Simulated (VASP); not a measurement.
Data:

```yaml
crystal:
  lattice:
    - [1.94820, -3.37438, 0.00000]
    - [1.94820, 3.37438, 0.00000]
    - [0.00000, 0.00000, 6.38520]
  atoms:
    - { symbol: Zn, position: [0.66667, 0.33333, 0.50000] }
    - { symbol: Zn, position: [0.33333, 0.66667, 0.00000] }
    - { symbol: S, position: [0.66667, 0.33333, 0.87500] }
    - { symbol: S, position: [0.33333, 0.66667, 0.37500] }
```

All values below come from PBE GGA + U (Dudarev), VASP's PBE PAW potentials (set 64) (plane waves; VASP). Numerical set-up: 400 eV cut-off, 6×6×3 Γ-centred mesh, Gaussian smearing of 0.050 eV, potentials Zn S, U − J: Zn 1.00 eV.

### Question
Give the stress tensor in GPa (positive for a compressed cell).

### Answer

```
-2.76   0.00   0.00
 0.00  -2.76   0.00
 0.00   0.00  -2.82
```
The pressure is its mean diagonal, -2.78 GPa.

The compound is ZnS in the wurtzite structure, the high-temperature form. The cell was not relaxed at this level. The run is one of a series of settings (LDAU = .TRUE., LDAUJ = 0 0, LDAUL = 2 -1, LDAUTYPE = 2, LDAUU = 1.0 0 against the base run), some of them coarse on purpose.
